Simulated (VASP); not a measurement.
Given:

```
CELL_PARAMETERS angstrom
      3.80000     0.00000     0.00000
      0.00000     3.80000     0.00000
      0.00000     0.00000     4.84000
ATOMIC_POSITIONS crystal
  Sn 0.50000 0.00000 0.76200
  Sn 0.00000 0.50000 0.23800
  O  0.50000 0.50000 0.00000
  O  0.00000 0.00000 0.00000
```

Level of theory: PBE GGA, VASP's PBE PAW potentials (set 64) (plane waves; VASP 6.6.1). Run with 520 eV cut-off, 5×5×4 Monkhorst-Pack mesh, Gaussian smearing of 0.050 eV, potentials Sn_d O.

Problem. Which forces act on the atoms, in eV/Å?

Solution. 
| atom | Fx | Fy | Fz |
|---|---|---|---|
| Sn1 | 0.000 | 0.000 | -0.469 |
| Sn2 | 0.000 | 0.000 | 0.469 |
| O3 | 0.000 | 0.000 | 0.000 |
| O4 | 0.000 | 0.000 | 0.000 |

Problem. Give the stress tensor in GPa (positive for a compressed cell).

Solution. 
```
5.12  0.00  0.00
0.00  5.12  0.00
0.00  0.00  3.87
```
The pressure is its mean diagonal, 4.71 GPa.

The compound is SnO in the litharge structure. The cell was not relaxed at this level. The run is one of a series of settings (KPOINTS 5×5×4 Monkhorst-Pack mesh against the base run), some of them coarse on purpose.
